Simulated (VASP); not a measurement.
VASP runs on CsSnI3 (space group Pm-3m) share one base input (PBE GGA, plane waves, VASP's PBE PAW potentials (set 64)) and change the settings named in each case.

**KPOINTS**
```
Automatic mesh
0
Gamma
3 3 3
0 0 0
```

### INCAR
```
! general
SYSTEM  = CsSnI3
PREC    = Accurate
ENCUT   = 300
LREAL   = .False.
LASPH   = .True.   ! aspherical one-centre terms

! electronic loop
EDIFF   = 1E-6   ! SCF stop (eV)
NELM    = 100
ALGO    = Normal   ! blocked Davidson
LMAXMIX = 4

! smearing
ISMEAR  = -1
SIGMA   = 0.05   ! width (eV)

! functional
GGA     = PE   ! PBE

! ions
ISIF    = 2   ! forces and stress, cell fixed

! output
LWAVE   = .False.
LCHARG  = .False.
```

**POSCAR**
```
CsSnI3
1
    6.3363140000     0.0000000000     0.0000000000
    0.0000000000     6.3363140000     0.0000000000
    0.0000000000     0.0000000000     6.3363140000
Cs Sn I
1 1 3
Direct
  0.0000000000   0.0000000000   0.0000000000
  0.5000000000   0.5000000000   0.5000000000
  0.5000000000   0.0000000000   0.5000000000
  0.0000000000   0.5000000000   0.5000000000
  0.5000000000   0.5000000000   0.0000000000
```

POTCAR, in this order: Cs_sv Sn_d I (PBE.64 set). Program: vasp_std.

| change | E(σ→0) (eV/atom) | pressure (GPa) |
|---|---|---|
| base run | -2.8385 | -0.72 |
| GGA removed, POTCAR Cs_sv Sn_d I (LDA.64 set) | -3.2004 | -2.56 |
| GGA_COMPAT = .FALSE., LNONCOLLINEAR = .TRUE., LSORBIT = .TRUE., MAGMOM = 0.0 0.0 0.0 0.0 0.0 0.0 0.0 0.0 0.0 0.0 0.0 0.0 0.0 0.0 0.0, program vasp_ncl | -2.9603 | -0.69 |
| KPOINTS 7×7×7 Γ-centred mesh | -2.8070 | -0.47 |
 Energies of different potentials or functionals have different zeros.  Unless said otherwise, spin-orbit coupling is left out, though it shifts the bands of the heavy elements here. At 300 eV the pressure can carry a Pulay error.

Left out are runs that ran out of time, are held back, or changed the cell or the kind of run, fixed moments of cells without a moment, rows past the twelfth, gaps on odd meshes, pressures of charged cells and columns that move by less than the noise.

The structure is a typed CsSnI3 crystal (Pm-3m). The cell was not relaxed at this level, its lattice was scaled by up to 2.5 %.
